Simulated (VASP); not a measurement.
Consider the following.

```
PtAs
1.0
    3.83308     0.00000     0.00000
   -1.91654     3.31955     0.00000
    0.00000     0.00000     6.75042
Pt As
2 2
Direct
  0.33333   0.66667   0.00740
  0.66667   0.33333   0.50740
  0.33333   0.66667   0.36760
  0.66667   0.33333   0.86760
```

Level of theory: r2SCAN meta-GGA, VASP's PBE PAW potentials (set 64) (plane waves; VASP). Settings: 400 eV cut-off, 10×10×5 Γ-centred mesh, tetrahedra with Blöchl corrections, potentials Pt As.

**Question.** Give the energies of bands 5 to 18 at the high-symmetry points, in eV from the Fermi level.

**Answer.** 
| band | Γ | M | K | A | L | H |
|---|---|---|---|---|---|---|
| 5 | -5.56 | -5.34 | -5.38 | -5.42 | -4.93 | -5.53 |
| 6 | -5.56 | -5.26 | -4.98 | -5.42 | -4.93 | -5.53 |
| 7 | -5.22 | -4.50 | -4.98 | -5.42 | -4.92 | -4.50 |
| 8 | -5.22 | -4.38 | -4.85 | -5.42 | -4.92 | -4.50 |
| 9 | -3.70 | -3.94 | -3.90 | -3.48 | -3.14 | -3.74 |
| 10 | -3.70 | -3.17 | -3.68 | -3.48 | -3.14 | -3.74 |
| 11 | -3.31 | -3.06 | -3.68 | -3.48 | -3.08 | -3.21 |
| 12 | -3.31 | -3.04 | -3.63 | -3.48 | -3.08 | -3.21 |
| 13 | -3.16 | -2.40 | -2.31 | -0.62 | -2.85 | -2.17 |
| 14 | 1.99 | -2.39 | -1.42 | -0.62 | -2.85 | -2.17 |
| 15 | 1.99 | -1.85 | -1.42 | 2.89 | 0.01 | -1.12 |
| 16 | 2.76 | -0.64 | -0.29 | 2.89 | 0.01 | -1.12 |
| 17 | 3.75 | 0.59 | -0.29 | 2.89 | 0.72 | 0.57 |
| 18 | 4.20 | 2.12 | 0.15 | 2.89 | 0.72 | 0.57 |

It has no gap at this level: it comes out as a metal or semimetal.

The structure was generated: PtAs was put into the wurtzite type (P6_3mc), which need not be its known phase. It was relaxed first, which changed the volume by -16 %.
